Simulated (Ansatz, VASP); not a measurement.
# Cross-check of SnTe between VASP and Ansatz

Aim: how closely do two programs agree when they are given the same cell, functional and k mesh? The cell is taken from a series of VASP runs on this material, whose earlier steps may have relaxed, scaled or displaced it; both programs get it as it stands.

Calculated with Ansatz 0.2.0; plane waves, with VASP 6.6.1 beside it; relaxation of cell and atoms at PBE and relaxation of cell and atoms at r2SCAN with rVV10.

### 1. The structure

The structure is cubic, space group Fm-3m (No. 225). Conventional cell: a = 6.414 Å, b = 6.414 Å, c = 6.414 Å, α = 90.00°, β = 90.00°, γ = 90.00°. Nearest to Te lie 6 Sn at 3.21 Å. Nearest to Sn lie 6 Te at 3.21 Å. Farther neighbours and most contacts between anions are not listed.

As a file:

```cif
data_structure
_symmetry_space_group_name_H-M 'P 1'
_symmetry_Int_Tables_number 1
_cell_length_a 4.5357
_cell_length_b 4.5357
_cell_length_c 4.5357
_cell_angle_alpha 60.000
_cell_angle_beta 60.000
_cell_angle_gamma 60.000
_cell_volume 65.98
loop_
_atom_site_label
_atom_site_type_symbol
_atom_site_fract_x
_atom_site_fract_y
_atom_site_fract_z
_atom_site_occupancy
Te1 Te 0.50000 0.50000 0.50000 1
Sn2 Sn 0.00000 0.00000 0.00000 1
```

### 2. VASP: relaxation of cell and atoms, PBE

The relaxed volume is the usual yardstick between codes: its relative difference is about their pressure difference at one cell divided by the bulk modulus.

Lines of VASP's logs that name or quote its potential files are left out, and so is its time.

File INCAR:

```
SYSTEM = SnTe
PREC = Accurate
ENCUT = 450
EDIFF = 1E-06
NELM = 100
ISMEAR = 0
SIGMA = 0.03
LREAL = .FALSE.
ALGO = Normal
GGA = PE
NBANDS = 16
LORBIT = 11
LWAVE = .FALSE.
LCHARG = .FALSE.
KPAR = 4
IBRION = 2
NSW = 50
ISIF = 3
EDIFFG = -0.006
```

File POSCAR:

```
SnTe
1.0
    0.0000000000      3.2072356102      3.2072356102
    3.2072356102      0.0000000000      3.2072356102
    3.2072356102      3.2072356102      0.0000000000
Te Sn
1 1
Direct
    0.5000000000      0.5000000000      0.5000000000
    0.0000000000      0.0000000000      0.0000000000
```

File KPOINTS:

```
Automatic mesh
0
Gamma
6 6 6
0 0 0
```

The projector-augmented-wave data sets are Te and Sn_d (PBE family, release 64).

Launch:

```sh
> mpirun -np 4 vasp_std
```

Numbers of over 12 decimals in the logs are rounded to 6 here.

What it wrote:

```text
[banner, memory and clock lines left out]
running    4 mpi-ranks, on    1 nodes
 distrk:  each k-point on    1 cores,    4 groups
 distr:  one band on    1 cores,    1 groups

 POSCAR found type information on POSCAR TeSn
 POSCAR found :  2 types and       2 ions
 LDA part: xc-table for (Slater+PW92), standard interpolation
 POSCAR, INCAR and KPOINTS ok, starting setup
 FFT: planning ... GRIDC
 FFT: planning ... GRID_SOFT
 FFT: planning ... GRID
 WAVECAR not read
 entering main loop
       N       E                     dE             d eps       ncg     rms          rms(c)
DAV:   1     0.117273372376E+03    0.11727E+03   -0.88127E+03   512   0.124E+03
DAV:   2     0.199029728830E+01   -0.11528E+03   -0.11234E+03   568   0.332E+02
DAV:   3    -0.737228074518E+01   -0.93626E+01   -0.93453E+01   656   0.848E+01
DAV:   4    -0.762188181635E+01   -0.24960E+00   -0.24954E+00   608   0.151E+01
DAV:   5    -0.763305031991E+01   -0.11169E-01   -0.11168E-01   776   0.295E+00    0.414E+00
DAV:   6    -0.756303330276E+01    0.70017E-01   -0.17195E-01   648   0.269E+00    0.263E+00
DAV:   7    -0.756387945807E+01   -0.84616E-03   -0.59240E-02   632   0.118E+00    0.895E-01
DAV:   8    -0.756459982957E+01   -0.72037E-03   -0.77017E-03   640   0.721E-01    0.171E-01
DAV:   9    -0.756467358484E+01   -0.73755E-04   -0.87989E-04   696   0.267E-01    0.503E-02
DAV:  10    -0.756468674374E+01   -0.13159E-04   -0.15213E-04   632   0.101E-01    0.214E-02
DAV:  11    -0.756469498670E+01   -0.82430E-05   -0.41199E-05   624   0.458E-02    0.251E-02
DAV:  12    -0.756469443975E+01    0.54695E-06   -0.22963E-06   608   0.847E-03
   1 F= -.75646944E+01 E0= -.75645640E+01  d E =-.756469E+01
 curvature:   0.00 expect dE= 0.000E+00 dE for cont linesearch  0.000E+00
 trial: gam= 0.00000 g(F)=  0.334E-62 g(S)=  0.292E-04 ort = 0.000E+00 (trialstep = 0.100E+01)
 search vector abs. value=  0.292E-04
 bond charge predicted
       N       E                     dE             d eps       ncg     rms          rms(c)
DAV:   1    -0.756503439246E+01   -0.33941E-03   -0.75219E-03   648   0.125E+00    0.112E-01
DAV:   2    -0.756474979383E+01    0.28460E-03   -0.46341E-04   656   0.321E-01    0.452E-02
DAV:   3    -0.756468326364E+01    0.66530E-04   -0.19215E-04   664   0.192E-01    0.892E-03
DAV:   4    -0.756468276901E+01    0.49463E-06   -0.53655E-06   608   0.208E-02
   2 F= -.75646828E+01 E0= -.75645360E+01  d E =0.116707E-04
 trial-energy change:    0.000012  1 .order    0.000012   -0.000029    0.000053
 step:   0.3548(harm=  0.3548)  dis= 0.00000  next Energy=    -7.564700 (dE=-0.518E-05)
 bond charge predicted
       N       E                     dE             d eps       ncg     rms          rms(c)
DAV:   1    -0.756484249153E+01   -0.15923E-03   -0.31435E-03   640   0.812E-01    0.712E-02
DAV:   2    -0.756472590926E+01    0.11658E-03   -0.19583E-04   648   0.208E-01    0.295E-02
DAV:   3    -0.756469701650E+01    0.28893E-04   -0.81832E-05   672   0.125E-01    0.591E-03
DAV:   4    -0.756469523516E+01    0.17813E-05   -0.22568E-06   528   0.137E-02    0.507E-03
DAV:   5    -0.756469394714E+01    0.12880E-05   -0.25740E-07   328   0.395E-03    0.897E-04
DAV:   6    -0.756469385537E+01    0.91775E-07   -0.11310E-07   296   0.515E-03
   3 F= -.75646939E+01 E0= -.75645571E+01  d E =0.584387E-06
 curvature:  -0.18 expect dE=-0.432E-06 dE for cont linesearch -0.432E-06
 trial: gam= 0.00000 g(F)=  0.417E-60 g(S)=  0.244E-05 ort =-0.844E-05 (trialstep = 0.871E+00)
 search vector abs. value=  0.244E-05
 reached required accuracy - stopping structural energy minimisation
```

Parts of OUTCAR (step 2):

```text
ion  position               nearest neighbor table
   1  0.500  0.500  0.500-   2 3.21   2 3.21   2 3.21   2 3.21   2 3.21   2 3.21
   2  0.000  0.000  0.000-   1 3.21   1 3.21   1 3.21   1 3.21   1 3.21   1 3.21

  LATTYP: Found a face centered cubic cell.
 ALAT       =     6.4144712204

 Subroutine GETGRP returns: Found 48 space group operations
 (whereof 48 operations were pure point group operations)

The static configuration has the point symmetry O_h .

 Found     16 irreducible k-points:

   k-points           NKPTS =     16   k-points in BZ     NKDIM =     16   number of bands    NBANDS=     16

   dimension x,y,z NGX =    32 NGY =   32 NGZ =   32
   dimension x,y,z NGXF=    64 NGYF=   64 NGZF=   64

   ENCUT  =  450.0 eV  33.07 Ry    5.75 a.u.   7.85  7.85  7.85*2*pi/ulx,y,z

   NELECT =      20.0000    total number of electrons

 k-points in reciprocal lattice and weights: Automatic mesh
   0.00000000  0.00000000  0.00000000       0.005
   0.16666667  0.00000000  0.00000000       0.037
   0.33333333  0.00000000  0.00000000       0.037
   0.50000000  0.00000000  0.00000000       0.019
   0.16666667  0.16666667  0.00000000       0.028
   0.33333333  0.16666667  0.00000000       0.111
   0.50000000  0.16666667  0.00000000       0.111
  -0.33333333  0.16666667  0.00000000       0.111
  -0.16666667  0.16666667  0.00000000       0.056
[...]
-0.33333333  0.33333333  0.16666667       0.111
  -0.33333333  0.50000000  0.16666667       0.056

 average (electrostatic) potential at core
       1 -88.3043       2-101.2314

 E-fermi :   6.3296

 k-point     1 :       0.0000    0.0000    0.0000
  band No.  band energies     occupation
    ...
      6      -6.1097      2.00000
      7       1.4335      2.00000
      8       4.3118      2.00000
      9       4.3118      2.00000
     10       4.3118      2.00000
     11       9.5479      0.00000
     12       9.5479      0.00000
     13       9.5479      0.00000
     14      11.1577      0.00000
     15      11.1577      0.00000
    ...

 k-point     2 :       0.1667    0.0000    0.0000
  band No.  band energies     occupation
    ...
      6      -5.8970      2.00000
      7       0.4973      2.00000
      8       4.3548      2.00000
      9       4.3548      2.00000
     10       4.9204      2.00000
     11       8.5814      0.00000
     12       8.5814      0.00000
     13       8.5919      0.00000
     14      11.1498      0.00000
     15      11.6913      0.00000
    ...

 k-point     3 :       0.3333    0.0000    0.0000
  band No.  band energies     occupation
    ...
      6      -5.3509      2.00000
      7      -0.9936      2.00000
      8       4.5046      2.00000
      9       4.5046      2.00000
     10       5.6627      2.00000
     11       7.2784      0.00000
     12       7.3096      0.00000
     13       7.3096      0.00000
     14      12.1795      0.00000
     15      13.1551      0.00000
    ...

  Total        0.0058029      0.0058029      0.0058029      0.0000000     -0.0000000     -0.0000000
  in kB        0.1409796      0.1409796      0.1409796      0.0000000     -0.0000000     -0.0000000
  external PRESSURE =       0.1409796 kB  Pullay stress =       0.0000000 kB

  energy-cutoff  :      450.00
  volume of cell :       65.95
      direct lattice vectors                 reciprocal lattice vectors
     0.000000000  3.206684028  3.206684028    -0.155924312  0.155924312  0.155924312
     3.206684028  0.000000000  3.206684028     0.155924312 -0.155924312  0.155924312
     3.206684028  3.206684028 -0.000000000     0.155924312  0.155924312 -0.155924312

 POSITION                                       TOTAL-FORCE (eV/Angst)
 -----------------------------------------------------------------------------------
      3.20668      3.20668      3.20668         0.000000      0.000000      0.000000
      0.00000      0.00000      0.00000        -0.000000     -0.000000     -0.000000
 -----------------------------------------------------------------------------------
    total drift:                                0.000000     -0.000000     -0.000000

  FREE ENERGIE OF THE ION-ELECTRON SYSTEM (eV)
  ---------------------------------------------------
  free  energy   TOTEN  =        -7.5646938554 eV

  energy  without entropy=       -7.5644202652  energy(sigma->0) =       -7.56455706

 reached required accuracy - stopping structural energy minimisation

 total charge
# of ion       s       p       d       tot
------------------------------------------
    1        1.383   1.957   0.024   3.365
    2        1.376   0.695   9.977  12.049
--------------------------------------------------
tot          2.759   2.653  10.001  15.413

[... 3 further parts left out ...]
```

The gap is under twice the smearing width, so the edge states are partly filled and the run can't tell a small gap from a semimetal.

### 3. Ansatz: relaxation of cell and atoms, PBE

Ansatz runs on its default PAW (the set named soft_2) files.

The same cell, functional, mesh and smearing now go to Ansatz, which takes its cutoff from its data sets.

File input.yaml:

```yaml
crystal:
  lattice:
    - [0.0, 3.2072356102, 3.2072356102]
    - [3.2072356102, 0.0, 3.2072356102]
    - [3.2072356102, 3.2072356102, 0.0]
  atoms:
    - { symbol: Te, position: [0.5, 0.5, 0.5] }
    - { symbol: Sn, position: [0.0, 0.0, 0.0] }
hamiltonian:
  xc: pbe
  pseudopotentials: { kind: paw }
kpoints:
  mp_grid: { grid: [6, 6, 6] }
scf:
  occupations: { method: gaussian, width: 0.03 }
relax:
  f_tol: 0.01
  max_steps: 60
  cell: { stress_tol: 0.05 }
output:
  forces: true
  stress: true
```

Launch:

```sh
> ansatz run input.yaml --threads 4 --pin off --max-ram 9216MiB --backend cpu --events-out ev --progress --plain --runs-dir out
```

What it wrote:

```text
Engine: ansatz 0.2.0, aarch64-unknown-linux-gnu
Pseudopotentials: kind: paw
Pseudopotential: Te, paw, valence charge 16, recommended cutoff 420 eV (normal), Te.paw.azcp
Pseudopotential: Sn, paw, valence charge 14, recommended cutoff 420 eV (normal), Sn.paw.azcp
Functional definition: PBE
  parameter kappa = 0.804
  parameter beta = 0.066725
  exchange = pbe_x(kappa = kappa, mu = beta*pi^2/3)
  correlation = pbe_c(beta = beta)
Crystal: 2 atoms, lattice volume = 65.982 Å³
Basis set: ecut = 420 eV, 1243 PW (Γ), exchange–correlation on 64×64×64 points (8 copies of the dense FFT grid, shifted against one another)
Bands: 19, of which v1, the nominal top of the filled ones, is band 15 counted from 1 (14 counted from 0)
Symmetry: 48 space group operations
Space group: Fm-3m (ITA 225), of the structure as read, at distance tolerance 4.0e-5 Å
k-points: 16 of 216
Non-local potential: Te, projectors of the file, l = 0: 2, l = 1: 2, l = 2: 2, l = 3: 2
Non-local potential: Sn, projectors of the file, l = 0: 2, l = 1: 2, l = 2: 2, l = 3: 2
PAW form: soft (Blöchl's): semilocal exchange-correlation on the pseudo side does not see the compensation charge
PAW one-centre angular grid: Te, 590 points (default); XC on 64 Gauss nodes
PAW one-centre angular grid: Sn, 590 points (default); XC on 64 Gauss nodes
Initial density: superposition of atomic densities (neutral atoms: chi_scale 0, normalization atom), corrected by the library's trained network
Initial wavefunctions: pseudopotential atomic-orbital guess
Functional: x = pbe(κ = 0.804, μ = 0.219515), c = pbe(β = 0.066725)
SCF iter   1: F=—  HF=-13004.747444 eV  |F-HF|=—  |Δ(HF+E_count)|=         —  Δρ=5.86e-4  dr2=2.13e-4  ethr=1.77e-3  ⟨swp⟩=6.5  Hψ=1610  notcnv=0
preconditioner: auto → none  [insulator: Δε(μ)=0.058 eV  Ē_g=8.426 eV  σ=0.030 eV  W_gap=0.83  n_scr=14 (ndim 8)  ℏωp=14.5 eV  f_vac=0.013  D(μ)=0.54/eV (n_scr^D=0)  ε∞_Penn≈3.9]
SCF iter   2: F=—  HF=-13004.745946 eV  |F-HF|=—  |Δ(HF+E_count)|=   1.50e-3  Δρ=3.95e-4  dr2=8.34e-5  ethr=7.12e-7  ⟨swp⟩=3.4  Hψ=805  notcnv=0
SCF iter   3: F=—  HF=-13004.745951 eV  |F-HF|=—  |Δ(HF+E_count)|=   4.63e-6  Δρ=2.09e-4  dr2=1.72e-5  ethr=2.78e-7  ⟨swp⟩=3.0  Hψ=539  notcnv=0
SCF iter   4: F=—  HF=-13004.745985 eV  |F-HF|=—  |Δ(HF+E_count)|=   3.44e-5  Δρ=9.10e-5  dr2=4.88e-6  ethr=5.75e-8  ⟨swp⟩=2.0  Hψ=545  notcnv=0
SCF iter   5: F=—  HF=-13004.745983 eV  |F-HF|=—  |Δ(HF+E_count)|=   2.52e-6  Δρ=5.38e-5  dr2=1.76e-6  ethr=1.63e-8  ⟨swp⟩=2.0  Hψ=388  notcnv=0
SCF iter   6: F=-13004.745982 eV  HF=-13004.745982 eV  |F-HF|=9.94e-8  |Δ(HF+E_count)|=   1.31e-6  Δρ=1.14e-5  dr2=6.70e-8  ethr=3.33e-10  ⟨swp⟩=3.8  Hψ=1341  notcnv=0
SCF 1 converged in 6 iterations: F = -13004.745982 eV  dr2 = 6.70e-8
  greatest PAW one-centre occupation: 0.998 electrons in one spin orbital (limit 2), on the Te atom at site 0 (counted from 0), in its partial waves of l = 2
relax step   1: F+E_penalty+E_count = -13004.74598154 eV  Δ(F+E_penalty+E_count) = +0.000e0 eV  max|allowed force component| = 6.074e-29 eV/Å  Δτ_max = 0.0000 Å  P = -0.010 GPa  Ω = 65.982 Å³  (6 SCF iters, dr2 threshold 1.00e-7 eV, accepted)
Initial density: handed on by an earlier stage of this run
Initial wavefunctions: pseudopotential atomic-orbital guess (no wavefunctions were taken with the density)
iter 1 solved again at ethr=1.57e-7 eV; its pass at ethr=3.10e-3 eV (dr2=4.71e-5 eV) is discarded
SCF iter   1: F=—  HF=-13004.745978 eV  |F-HF|=—  |Δ(HF+E_count)|=         —  Δρ=1.12e-5  dr2=6.59e-8  ethr=1.57e-7  ⟨swp⟩=3.2  Hψ=2460  notcnv=0
preconditioner: auto → none  [insulator: Δε(μ)=0.057 eV  Ē_g=8.423 eV  σ=0.030 eV  W_gap=0.82  n_scr=14 (ndim 8)  ℏωp=14.5 eV  f_vac=0.013  D(μ)=0.57/eV (n_scr^D=0)  ε∞_Penn≈3.9]
SCF iter   2: F=—  HF=-13004.745982 eV  |F-HF|=—  |Δ(HF+E_count)|=   3.10e-6  Δρ=1.41e-6  dr2=5.55e-10  ethr=2.20e-10  ⟨swp⟩=2.6  Hψ=559  notcnv=0
SCF iter   3: F=—  HF=-13004.745982 eV  |F-HF|=—  |Δ(HF+E_count)|=  2.00e-11  Δρ=5.22e-7  dr2=1.18e-10  ethr=1.00e-12  ⟨swp⟩=7.2  Hψ=1569  notcnv=0
SCF iter   4: F=—  HF=-13004.745982 eV  |F-HF|=—  |Δ(HF+E_count)|=  1.82e-10  Δρ=2.37e-7  dr2=7.64e-11  ethr=1.00e-12  ⟨swp⟩=2.0  Hψ=385  notcnv=0
SCF iter   5: F=-13004.745982 eV  HF=-13004.745982 eV  |F-HF|=5.46e-12  |Δ(HF+E_count)|=  1.82e-11  Δρ=5.72e-8  dr2=9.31e-13  ethr=1.00e-12  ⟨swp⟩=5.6  Hψ=1409  notcnv=0
SCF 2 converged in 5 iterations: F = -13004.745982 eV  dr2 = 9.31e-13
relax step   2: F+E_penalty+E_count = -13004.74598159 eV  Δ(F+E_penalty+E_count) = -4.829e-8 eV  max|allowed force component| = 3.129e-29 eV/Å  Δτ_max = 0.0000 Å  P = -0.010 GPa  Ω = 65.982 Å³  stress off target by 9.54e-3 GPa  SCF on the basis re-selected at this cell (its energy is not comparable with the rows above)  (5 SCF iters)
basis re-selected at this cell: Δ(F+E_penalty+E_count) = -4.829e-8 eV, ΔP = +0.000 GPa vs the last step (what re-selecting the basis moved, of the pressure what is left beyond the Pulay correction that the steps carried, after the strain that the cell walked since its last selection, with what the two solves' SCF thresholds leave and, on support functions, any second-order correction that the steps lacked; it is no m [...]
SCF converged after 5 iterations
Free energy (F): -13004.745982 eV
Harris-Foulkes:  -13004.745982 eV  (|F-HF|=5.46e-12)
Internal energy: -13004.745725 eV  (E = F + TS)
E sigma→0 (E₀):  -13004.745854 eV
Entropy (-TS):   -0.000256 eV (-0.128 meV/atom)
Fermi energy:    8.915271 eV
--- Per-component energies (eV) ---
  E_band       = -373.635043
  E_kinetic    = 364.861159
  E_local      = -2234.457098  (includes V_loc(G=0)·N_el)
  E_nonlocal   = -343.150387
  E_hartree    = 1384.605506
  E_xc         = -507.201684
  E_vxc        = -200.206687  (∫ρ·V_xc dr)
  E_paw        = -8795.344829  (= ΣΔE_a)
  E_vpaw       = -729.892878  (= ΣTr[D̂ρ^β])
  E_aug_tail   = -0.000187  (compensation charges beyond the density's cutoff)
  E_ewald      = -2874.058205
  E_smearing   = -0.000256  (= −TS)
  E_closure    = 0.000000  (closes the sum)
  Σ components = -13004.745982   (vs F -13004.745982, Δ=0.00e0)
--- Forces (eV/Å), atoms counted from 1 ---
  atom   1  Te     0.00000000     0.00000000     0.00000000
  atom   2  Sn    -0.00000000     0.00000000     0.00000000
  max |Σ_I F_I| component: 2.16e-29 eV/Å
--- Stress (GPa, compression-positive) ---
       -0.009538      -0.000000      -0.000000
        0.000000      -0.009538       0.000000
        0.000000      -0.000000      -0.009538
  P = ⅓ Tr σ = -0.0095 GPa (-0.095 kbar)
--- Relaxed structure (1 steps of the walk, 1 accepted, 1 SCFs on fresh bases) ---
  F+E_penalty+E_count = -13004.74598159 eV   max|allowed force component| = 3.129e-29 eV/Å   (the final SCF, on the basis selected at the relaxed cell)
  cell:  # Å, volume = 65.9816 Å³
    - [0.0, 3.2072356102, 3.2072356102]
    - [3.2072356102, 0.0, 3.2072356102]
    - [3.2072356102, 3.2072356102, 0.0]
  atoms:
    - { symbol: Te, position: [0.500000, 0.500000, 0.500000] }
    - { symbol: Sn, position: [0.0, 0.0, 0.0] }
```

Wall time 1.1 s (4 threads of Arm Neoverse V2, shared host); peak memory 0.35 GiB; 3 s of CPU time.

### 4. Side by side

Known differences besides the potentials themselves: both relaxations stop at a tolerance, which leaves soft axes loose, and VASP keeps its plane-wave basis; the data sets hold 30 valence electrons in Ansatz (default PAW (the set named soft_2) files) and 20 in VASP; the cutoff is 420 eV in Ansatz and 450 eV in VASP; VASP leaves aspherical gradient terms in its spheres out (LASPH is not set), Ansatz keeps them; Ansatz adds a Pulay correction to the stress that steers its cell, VASP none. Total energies have different zeros and are not compared.

Both answers:

| quantity | Ansatz | VASP | difference |
| --- | --- | --- | --- |
| volume (Å³) | 65.98 | 65.95 | +0.05 % |
| edge a after relaxation, in the typed setting (Å) | 4.536 | 4.535 | +0.02 % |

The walks stopped with -0.01 GPa left in Ansatz and 0.01 GPa in VASP; each walk ends within a tolerance, so the volume difference is uncertain by about these residues over the bulk modulus, most in soft cells.

(Part 1 of 2 ends here.)

[Lines on the potential files, build, host, timing and source positions are cut from VASP's logs without a mark.]

[Logs are printed without paths, hosts, clocks, repeated set-up lines and the standing remarks that a program may print on its own settings, such as how far it seeks lower states.]

[Hosts, paths, dates, database ids (printed as entryN), source tags and the programs' standing remarks are cut or masked in the printed files.]
